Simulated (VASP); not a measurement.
Pb: relaxation of cell and atoms with r2SCAN

Pb:

```
CELL_PARAMETERS angstrom
0.00000 2.47502 2.47502
2.47502 0.00000 2.47502
2.47502 2.47502 0.00000
ATOMIC_POSITIONS crystal
Pb 0.00000 0.00000 0.00000
```

| Quantity | Value |
| --- | --- |
| Program | VASP 6.6.1 |
| Task | relaxation of cell and atoms |
| Functional | r2SCAN |
| Potentials or basis | VASP PAW PBE potentials, release 64 (Pb_d) |
| Cutoff | 600 eV |
| k mesh | 14 × 14 × 14 |
| Occupations | methfessel-paxton, width 0.1 eV |
| Spin | no spin polarisation |
| Further INCAR settings | ALGO = Normal; EDIFF = 1e-06; IBRION = 2; EDIFFG = -0.01; NSW = 90; ISIF = 3 |

The relaxed volume is 31.18 Å³/atom and the relaxed cell is a = 3.533 Å, b = 3.533 Å, c = 3.533 Å, α = 60.00°, β = 60.00°, γ = 60.00°. The space group after relaxing (to 0.05 Å) is Fm-3m (No. 225) and the energy gained by relaxing is 3.5 meV/atom. The ionic steps are 3 and the pressure after relaxing is 0.0 GPa. The band gap on the k mesh is none (metal or under the smearing width).

Step by step:
```csv
step,energy change (eV),largest force (eV/Å),pressure (GPa),volume (Å³)
1,0.0000,0.0000,1.31,30.32
2,-0.0032,0.0000,-0.33,31.42
3,-0.0035,0.0000,0.01,31.18
```

Final structure:
```
Pb
1.0
     0.00000    2.49826    2.49826
     2.49826    0.00000    2.49826
     2.49826    2.49826    0.00000
Pb
1
Direct
  0.00000 0.00000 0.00000
```

Levels at points of the mesh, in eV from the Fermi level:
```tsv
k point	band 5	band 6	band 7	band 8	band 9	band 10
(0.00, 0.00, 0.00)	-17.60	-12.13	7.47	7.47	7.47	10.37
(0.50, 0.00, 0.00)	-17.47	-8.49	-4.27	5.61	5.61	9.77
(0.50, 0.50, 0.00)	-17.43	-7.05	-3.38	2.06	2.06	5.80
```

It took 5.7 min on 1 thread of Intel(R) Xeon(R) Platinum 8488C (Sapphire Rapids), on a shared host, peak memory 0.2 GiB.

Caveat: the PAW data sets were made with another functional, which shifts forces and pressure a little. Spin-orbit coupling is left out, which matters for the levels of Pb.
